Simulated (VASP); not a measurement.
Method: PBE GGA, VASP's PBE PAW potentials (set 64) (plane waves; VASP 6.6.1).

A VASP calculation is set up with these files.

**POSCAR**
```
Tb
1
    3.5791780000     0.0000000000     0.0000000000
   -1.7895890000     3.0996590000     0.0000000000
    0.0000000000     0.0000000000    22.6371000000
Tb
4
Direct
 -0.0029670000   0.0037210000   0.6910460000
 -0.0028240000  -0.0105750000   0.4366080000
  0.3397010000   0.6744060000   0.3091450000
  0.6660900000   0.3324480000   0.5631970000
```

### KPOINTS
```
Automatic mesh
0
Gamma
2 2 1
0 0 0
```

### INCAR
```
SYSTEM=Tb
PREC=Accurate; ENCUT=300; LREAL=F
LASPH=T
EDIFF=1E-6; NELM=100; ALGO=Normal
LMAXMIX=6
ISMEAR=-1; SIGMA=0.1
GGA=PE
ISPIN=2; MAGMOM=4*6.0
ISIF=2
LWAVE=F; LCHARG=F; LORBIT=11
DIPOL=0.5 0.5 0.5
LDIPOL=T; IDIPOL=3
```

POTCAR, in this order: Tb (PBE.64 set). Program: vasp_std.

The resulting files:

**OSZICAR**
```
...
DAV:  12    -0.701517412880E+02    0.51064E+02   -0.32406E+02  1225   0.459E+01    0.440E+02
DAV:  13    -0.676777792617E+02    0.24740E+01   -0.47502E+01  1398   0.176E+01    0.597E+02
DAV:  14    -0.692116087206E+02   -0.15338E+01   -0.17105E+01  1608   0.937E+00    0.235E+02
DAV:  15    -0.661499064141E+02    0.30617E+01   -0.15907E+02  1168   0.636E+01    0.295E+02
DAV:  16    -0.585118037887E+02    0.76381E+01   -0.25913E+01  1420   0.183E+01    0.245E+02
DAV:  17    -0.446044468576E+02    0.13907E+02   -0.47387E+01  1314   0.187E+01    0.851E+01
DAV:  18    -0.788628138315E+02   -0.34258E+02   -0.45628E+01  1128   0.574E+01    0.144E+02
DAV:  19    -0.413881812394E+02    0.37475E+02   -0.41768E+01  1407   0.304E+01    0.688E+01
DAV:  20    -0.377860948306E+02    0.36021E+01   -0.74277E+00  1429   0.270E+01    0.683E+01
DAV:  21    -0.386950832182E+02   -0.90899E+00   -0.32593E+00  1470   0.112E+01    0.682E+01
DAV:  22    -0.403224161118E+02   -0.16273E+01   -0.26315E+00  1397   0.882E+00    0.627E+01
DAV:  23    -0.410311540877E+02   -0.70874E+00   -0.55651E+00  1460   0.161E+01    0.660E+01
DAV:  24    -0.400530362598E+02    0.97812E+00   -0.61253E+00  1228   0.153E+01    0.607E+01
DAV:  25    -0.407209914158E+02   -0.66796E+00   -0.23872E+00  1309   0.100E+01    0.511E+01
DAV:  26    -0.424425085523E+02   -0.17215E+01   -0.27106E+00  1324   0.847E+00    0.533E+01
DAV:  27    -0.417595824840E+02    0.68293E+00   -0.18034E+00  1341   0.664E+00    0.487E+01
DAV:  28    -0.418748620739E+02   -0.11528E+00   -0.27410E-01  1504   0.170E+00    0.487E+01
DAV:  29    -0.418741959792E+02    0.66609E-03   -0.19975E-02  1616   0.491E-01    0.489E+01
DAV:  30    -0.420392202143E+02   -0.16502E+00   -0.58865E-02  1109   0.135E+00    0.483E+01
DAV:  31    -0.422454035738E+02   -0.20618E+00   -0.29783E-01  1272   0.297E+00    0.481E+01
DAV:  32    -0.411347214096E+02    0.11107E+01   -0.19660E+00  1193   0.450E+00    0.467E+01
DAV:  33    -0.410501400259E+02    0.84581E-01   -0.12261E+00  1224   0.537E+00    0.457E+01
DAV:  34    -0.412964003984E+02   -0.24626E+00   -0.42793E-01  1365   0.728E+00    0.457E+01
DAV:  35    -0.402947070757E+02    0.10017E+01   -0.35661E+00  1332   0.125E+01    0.512E+01
DAV:  36    -0.407988172098E+02   -0.50411E+00   -0.11612E+00  1409   0.674E+00    0.475E+01
DAV:  37    -0.405366751998E+02    0.26214E+00   -0.61703E-01  1368   0.447E+00    0.469E+01
DAV:  38    -0.401360905505E+02    0.40058E+00   -0.35422E-01  1260   0.275E+00    0.432E+01
DAV:  39    -0.398561120942E+02    0.27998E+00   -0.14466E-01  1512   0.220E+00    0.403E+01
DAV:  40    -0.392593267726E+02    0.59679E+00   -0.41601E-01  1333   0.585E+00    0.367E+01
DAV:  41    -0.390648510337E+02    0.19448E+00   -0.42380E-01  1293   0.326E+00    0.344E+01
DAV:  42    -0.390661294193E+02   -0.12784E-02   -0.11079E-01  1558   0.170E+00    0.331E+01
DAV:  43    -0.391111766475E+02   -0.45047E-01   -0.35428E-02  1573   0.996E-01    0.328E+01
DAV:  44    -0.391636517295E+02   -0.52475E-01   -0.53278E-02  1419   0.178E+00    0.336E+01
DAV:  45    -0.391565957458E+02    0.70560E-02   -0.99411E-03  1520   0.568E-01    0.336E+01
DAV:  46    -0.391601608679E+02   -0.35651E-02   -0.48144E-03  1672   0.380E-01    0.337E+01
DAV:  47    -0.391420578532E+02    0.18103E-01   -0.52914E-03  1509   0.561E-01    0.337E+01
DAV:  48    -0.391728608884E+02   -0.30803E-01   -0.23380E-02  1316   0.133E+00    0.342E+01
DAV:  49    -0.391458396385E+02    0.27021E-01   -0.99563E-02  1285   0.215E+00    0.343E+01
DAV:  50    -0.391537138081E+02   -0.78742E-02   -0.28478E-01  1267   0.386E+00    0.341E+01
DAV:  51    -0.389806245454E+02    0.17309E+00   -0.12141E+00  1137   0.843E+00    0.321E+01
DAV:  52    -0.396906660631E+02   -0.71004E+00   -0.84379E-01  1408   0.715E+00    0.360E+01
DAV:  53    -0.396179019728E+02    0.72764E-01   -0.13602E-01  1533   0.303E+00    0.355E+01
DAV:  54    -0.397328556601E+02   -0.11495E+00   -0.23022E-01  1432   0.358E+00    0.365E+01
DAV:  55    -0.397085860200E+02    0.24270E-01   -0.13042E-01  1455   0.226E+00    0.363E+01
DAV:  56    -0.383946836329E+02    0.13139E+01   -0.82570E+00  1226   0.293E+01    0.334E+01
DAV:  57    -0.402109082355E+02   -0.18162E+01   -0.20777E+00  1326   0.105E+01    0.483E+01
DAV:  58    -0.393751325016E+02    0.83578E+00   -0.32535E+00  1307   0.964E+00    0.307E+01
DAV:  59    -0.395459316256E+02   -0.17080E+00   -0.12511E+00  1341   0.932E+00    0.279E+01
DAV:  60    -0.394304318608E+02    0.11550E+00   -0.44005E-01  1397   0.575E+00    0.258E+01
DAV:  61    -0.430124666280E+02   -0.35820E+01   -0.13631E+01  1250   0.255E+01    0.741E+01
DAV:  62    -0.398718604505E+02    0.31406E+01   -0.38167E+00  1313   0.181E+01    0.286E+01
DAV:  63    -0.407603788566E+02   -0.88852E+00   -0.16387E+00  1405   0.985E+00    0.352E+01
DAV:  64    -0.404683995039E+02    0.29198E+00   -0.42766E-01  1512   0.408E+00    0.312E+01
DAV:  65    -0.401690583209E+02    0.29934E+00   -0.30116E-01  1469   0.515E+00    0.300E+01
DAV:  66    -0.405937167196E+02   -0.42466E+00   -0.10495E+00  1483   0.761E+00    0.327E+01
DAV:  67    -0.401835125907E+02    0.41020E+00   -0.12936E+00  1386   0.749E+00    0.315E+01
DAV:  68    -0.401805068600E+02    0.30057E-02   -0.20321E-01  1423   0.444E+00    0.315E+01
DAV:  69    -0.400719199962E+02    0.10859E+00   -0.60145E-02  1632   0.235E+00    0.310E+01
DAV:  70    -0.399902756875E+02    0.81644E-01   -0.59716E-02  1429   0.293E+00    0.306E+01
DAV:  71    -0.387150424982E+02    0.12752E+01   -0.66299E+00  1219   0.264E+01    0.392E+01
DAV:  72    -0.399570996627E+02   -0.12421E+01   -0.45944E+00  1260   0.125E+01    0.283E+01
DAV:  73    -0.406320011433E+02   -0.67490E+00   -0.64829E-01  1397   0.913E+00    0.308E+01
DAV:  74    -0.401142194831E+02    0.51778E+00   -0.24029E-01  1447   0.588E+00    0.285E+01
DAV:  75    -0.400511789719E+02    0.63041E-01   -0.57117E-01  1376   0.539E+00    0.281E+01
DAV:  76    -0.406121774548E+02   -0.56100E+00   -0.17103E+00  1335   0.109E+01    0.292E+01
DAV:  77    -0.408636803056E+02   -0.25150E+00   -0.97714E-01  1396   0.835E+00    0.285E+01
DAV:  78    -0.403590882664E+02    0.50459E+00   -0.64468E-01  1346   0.725E+00    0.247E+01
DAV:  79    -0.404464768629E+02   -0.87389E-01   -0.40329E-01  1419   0.513E+00    0.258E+01
DAV:  80    -0.402028475615E+02    0.24363E+00   -0.17133E-01  1578   0.329E+00    0.252E+01
DAV:  81    -0.393847258239E+02    0.81812E+00   -0.16849E+00  1421   0.722E+00    0.247E+01
DAV:  82    -0.396151384832E+02   -0.23041E+00   -0.68242E-01  1282   0.627E+00    0.237E+01
DAV:  83    -0.395805886021E+02    0.34550E-01   -0.54168E-02  1528   0.256E+00    0.227E+01
DAV:  84    -0.395635143119E+02    0.17074E-01   -0.34129E-02  1712   0.170E+00    0.222E+01
DAV:  85    -0.394901858767E+02    0.73328E-01   -0.49487E-02  1452   0.246E+00    0.214E+01
DAV:  86    -0.393660777099E+02    0.12411E+00   -0.86465E-01  1363   0.761E+00    0.904E+00
DAV:  87    -0.396639094622E+02   -0.29783E+00   -0.25362E-01  1402   0.634E+00    0.102E+01
DAV:  88    -0.396448629894E+02    0.19046E-01   -0.76264E-02  1482   0.308E+00    0.883E+00
DAV:  89    -0.396396543098E+02    0.52087E-02   -0.10564E-01  1474   0.329E+00    0.521E+00
DAV:  90    -0.396881234801E+02   -0.48469E-01   -0.49210E-02  1528   0.159E+00    0.498E+00
DAV:  91    -0.398166173362E+02   -0.12849E+00   -0.45758E-01  1362   0.413E+00    0.121E+01
DAV:  92    -0.397772697478E+02    0.39348E-01   -0.47662E-02  1487   0.146E+00    0.143E+01
DAV:  93    -0.397529189269E+02    0.24351E-01   -0.10467E-02  1576   0.860E-01    0.155E+01
DAV:  94    -0.397086384675E+02    0.44280E-01   -0.98589E-03  1496   0.111E+00    0.152E+01
DAV:  95    -0.396982635158E+02    0.10375E-01   -0.31732E-03  1616   0.312E-01    0.154E+01
DAV:  96    -0.397301786375E+02   -0.31915E-01   -0.15330E-02  1332   0.115E+00    0.161E+01
DAV:  97    -0.395980201148E+02    0.13216E+00   -0.52374E-02  1322   0.196E+00    0.126E+01
DAV:  98    -0.396618140603E+02   -0.63794E-01   -0.25934E-02  1377   0.240E+00    0.130E+01
DAV:  99    -0.396499871685E+02    0.11827E-01   -0.38189E-02  1462   0.200E+00    0.114E+01
DAV: 100    -0.397097698093E+02   -0.59783E-01   -0.29262E-02  1426   0.181E+00
   1 F= -.39709770E+02 E0= -.39326395E+02  d E =-.766749E+00  mag=    23.6630
```

OUTCAR:
```
------------------------ aborting loop EDIFF was not reached (unconverged)  ----------------------------
  FORCE on cell =-STRESS in cart. coord.  units (eV):
  Direction    XX          YY          ZZ          XY          YZ          ZX
  --------------------------------------------------------------------------------------
  Total      -12.8991220    -12.5504874    -43.7592356      0.0472474      0.5775352      0.4989513
  in kB      -82.2910736    -80.0669289   -279.1658583      0.3014189      3.6844364      3.1831036
  external PRESSURE =    -147.1746203 kB  Pullay stress =       0.0000000 kB
  volume of cell :      251.14
      direct lattice vectors                 reciprocal lattice vectors
     3.579178000  0.000000000  0.000000000     0.279393760  0.161308066  0.000000000
    -1.789589000  3.099659000  0.000000000     0.000000000  0.322616133  0.000000000
     0.000000000  0.000000000 22.637100000     0.000000000  0.000000000  0.044175270
 POSITION                                       TOTAL-FORCE (eV/Angst)
 -----------------------------------------------------------------------------------
      3.56190      0.01153     15.64328         0.003128     -0.004223     -0.325700
      1.79841      3.06688      9.88354        -0.004278      0.046009      0.092617
      0.00894      2.09043      6.99815         0.002463     -0.040238     -0.114459
      1.78911      1.03048     12.74915        -0.001313     -0.001547      0.347542
 -----------------------------------------------------------------------------------
    total drift:                               -0.011629      0.005198      0.519344
  FREE ENERGIE OF THE ION-ELECTRON SYSTEM (eV)
  ---------------------------------------------------
  free  energy   TOTEN  =       -39.7097698093 eV

  energy  without entropy=      -38.9430207091  energy(sigma->0) =      -39.32639526

 total charge

# of ion       s       p       d       f       tot
--------------------------------------------------
    1        2.079   5.521   0.585   8.614  16.800
    2        2.081   5.530   0.598   7.824  16.033
    3        2.081   5.523   0.594   7.382  15.579
    4        2.081   5.541   0.576   8.436  16.634
--------------------------------------------------
tot          8.322  22.115   2.353  32.256  65.046

 magnetization (x)

# of ion       s       p       d       f       tot
--------------------------------------------------
    1        0.001  -0.047   0.102   5.199   5.256
    2        0.000  -0.045   0.044   5.987   5.987
    3       -0.000  -0.044   0.078   6.422   6.456
    4       -0.001  -0.039   0.070   5.374   5.404
--------------------------------------------------
tot          0.000  -0.175   0.295  22.983  23.103
```
(Selected blocks of OUTCAR.)

### stdout
```
...
DAV:  99    -0.396499871685E+02    0.11827E-01   -0.38189E-02  1462   0.200E+00    0.114E+01
DAV: 100    -0.397097698093E+02   -0.59783E-01   -0.29262E-02  1426   0.181E+00

 -----------------------------------------------------------------------------
|                                                                             |
|           W    W    AA    RRRRR   N    N  II  N    N   GGGG   !!!           |
|           W    W   A  A   R    R  NN   N  II  NN   N  G    G  !!!           |
|           W    W  A    A  R    R  N N  N  II  N N  N  G       !!!           |
|           W WW W  AAAAAA  RRRRR   N  N N  II  N  N N  G  GGG   !            |
|           WW  WW  A    A  R   R   N   NN  II  N   NN  G    G                |
|           W    W  A    A  R    R  N    N  II  N    N   GGGG   !!!           |
|                                                                             |
|     The minimum charge density times volume of the cell along the axis      |
|     of the dipole correction is larger 1E-1, which could mean that your     |
|     workfunction is not accurate as there is no field free region in        |
|     your cell. Please consider either increasing the size of your cell      |
|     along the dipole correction (vacuum dimension) or perhaps               |
|     increasing the precision of your calculation.                           |
|                                                                             |
 -----------------------------------------------------------------------------

 -----------------------------------------------------------------------------
|                                                                             |
|           W    W    AA    RRRRR   N    N  II  N    N   GGGG   !!!           |
|           W    W   A  A   R    R  NN   N  II  NN   N  G    G  !!!           |
|           W    W  A    A  R    R  N N  N  II  N N  N  G       !!!           |
|           W WW W  AAAAAA  RRRRR   N  N N  II  N  N N  G  GGG   !            |
|           WW  WW  A    A  R   R   N   NN  II  N   NN  G    G                |
|           W    W  A    A  R    R  N    N  II  N    N   GGGG   !!!           |
|                                                                             |
|     The electronic self-consistency was not achieved in the given           |
|     number of steps (NELM). The forces and other quantities evaluated       |
|     might not be reliable so examine the results carefully. If you find     |
|     spurious results, we suggest increasing NELM, if you were close to      |
|     convergence or switching to a different ALGO or adjusting the           |
|     density mixing parameters otherwise.                                    |
|                                                                             |
 -----------------------------------------------------------------------------

   1 F= -.39709770E+02 E0= -.39326395E+02  d E =-.766749E+00  mag=    23.6630
```

The run did not converge; its last values are not results.

At this cut-off the stress carries a Pulay error, which pulls relaxed volumes low. The cell holds a wide vacuum, so values per volume refer to the whole cell.

The cell is a sheet with vacuum, built from a generated structure.
